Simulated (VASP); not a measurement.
VASP ran on this input.

INCAR:
```
SYSTEM = IrS
PREC = Accurate
ENCUT = 400
EDIFF = 1E-6
NELM = 100
ALGO = Normal
LREAL = .FALSE.
LASPH = .TRUE.
ISMEAR = 0
SIGMA = 0.05
GGA = PE
LMAXMIX = 6
LWAVE = .FALSE.
LCHARG = .FALSE.
ISIF = 2
NBANDS = 13
```

File POSCAR:
```
IrS
1
    3.7847350000     0.0000000000     0.0000000000
   -1.8923670000     3.2776760000     0.0000000000
    0.0000000000     0.0000000000     5.2749940000
Ir S
2 2
Direct
  0.0000000000   0.0000000000   0.0000000000
  0.0000000000   0.0000000000   0.5000000000
  0.3333330000   0.6666670000   0.2500000000
  0.6666670000   0.3333330000   0.7500000000
```

File KPOINTS:
```
Automatic mesh
0
Gamma
5 5 3
0 0 0
```

POTCAR, in this order: Ir S (PBE.64 set). Program: vasp_std.

Output of the run:

File standard output:
```
 POSCAR found type information on POSCAR IrS
 POSCAR found :  2 types and       4 ions
 Reading from existing POTCAR
 Reading from existing POTCAR
 LDA part: xc-table for (Slater+PW92), standard interpolation

 -----------------------------------------------------------------------------
|                                                                             |
|     EEEEEEE  RRRRRR   RRRRRR   OOOOOOO  RRRRRR      ###     ###     ###     |
|     E        R     R  R     R  O     O  R     R     ###     ###     ###     |
|     E        R     R  R     R  O     O  R     R     ###     ###     ###     |
|     EEEEE    RRRRRR   RRRRRR   O     O  RRRRRR       #       #       #      |
|     E        R   R    R   R    O     O  R   R                               |
|     E        R    R   R    R   O     O  R    R      ###     ###     ###     |
|     EEEEEEE  R     R  R     R  OOOOOOO  R     R     ###     ###     ###     |
|                                                                             |
|     The number of bands is not sufficient to hold all electrons. I am       |
|     sorry, but this calculation does not make sense. If you want to         |
|     calculate only selected states, you need to set either EFERMI or        |
|     EREF. EREF specifies around which energy states are supposed to be      |
|     calculated.                                                             |
|     I found NBANDS = 13, NELECT = 30.                                       |
|                                                                             |
|       ---->  I REFUSE TO CONTINUE WITH THIS SICK JOB ... BYE!!! <----       |
|                                                                             |
 -----------------------------------------------------------------------------
```

Read the log: what went wrong, and how is it fixed?

The cause: NBANDS is too small to hold all electrons. VASP stops with an error: The number of bands is not sufficient to hold all electrons. I am sorry, but this calculation does not make sense. If you want to calculate only selected states, you need to set either EFERMI or EREF. EREF specifies around which energy states are supposed to be calculated. I found NBANDS = 13, NELECT = 30. ----> I REFUSE TO CONTINUE WITH THIS SICK JOB ... BYE!!! <---- To mend it, remove NBANDS.

The mended run (PBE GGA, plane waves, VASP's PBE PAW potentials (set 64)) converges, and its OSZICAR ends with
```
   1 F= -.24662442E+02 E0= -.24659965E+02  d E =-.495442E-02
```

The structure was generated: IrS was put into the NiAs type (P6_3/mmc), which need not be its known phase. The cell was not relaxed at this level.
